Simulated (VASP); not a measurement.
Input:

```yaml
crystal:
  lattice:
    - [4.38730, 0.00000, 0.00000]
    - [-2.19365, 3.79952, 0.00000]
    - [0.00000, 0.00000, 4.93349]
  atoms:
    - { symbol: Ti, position: [0.33333, 0.66667, 0.93753] }
    - { symbol: Ti, position: [0.66667, 0.33333, 0.43753] }
    - { symbol: Si, position: [0.33333, 0.66667, 0.43747] }
    - { symbol: Si, position: [0.66667, 0.33333, 0.93747] }
```

Level of theory: r2SCAN meta-GGA, VASP's PBE PAW potentials (set 64) (plane waves; VASP). Run with 400 eV cut-off, 9×9×7 Γ-centred mesh, tetrahedra with Blöchl corrections, potentials Ti_sv Si.

Give the energies of bands 9 to 19 at the high-symmetry points, in eV from the Fermi level.

```csv
band,Γ,M,K,A,L,H
9,-9.49,-8.15,-7.59,-8.00,-7.03,-6.89
10,-6.50,-7.15,-7.59,-8.00,-7.03,-6.89
11,-2.40,-2.98,-2.92,-1.96,-3.83,-3.70
12,-1.91,-1.73,-1.37,-1.96,-3.83,-3.70
13,-1.91,-1.54,-1.37,-1.96,-1.48,-2.23
14,-1.28,-1.35,-1.30,-1.96,-1.48,-2.23
15,-1.28,-0.86,-1.30,-1.93,-1.27,-0.85
16,0.22,-0.26,-0.74,-1.93,-1.27,-0.85
17,0.22,0.45,-0.09,1.83,0.91,0.45
18,0.65,0.52,0.96,1.83,0.91,0.45
19,2.05,1.37,1.47,1.83,1.37,1.90
```

It has no gap at this level: it comes out as a metal or semimetal.

The structure was generated: TiSi was put into the wurtzite type (P6_3mc), which need not be its known phase. It was relaxed first, which changed the volume by -33 %. The relaxed cell has space group P6_3/mmc.
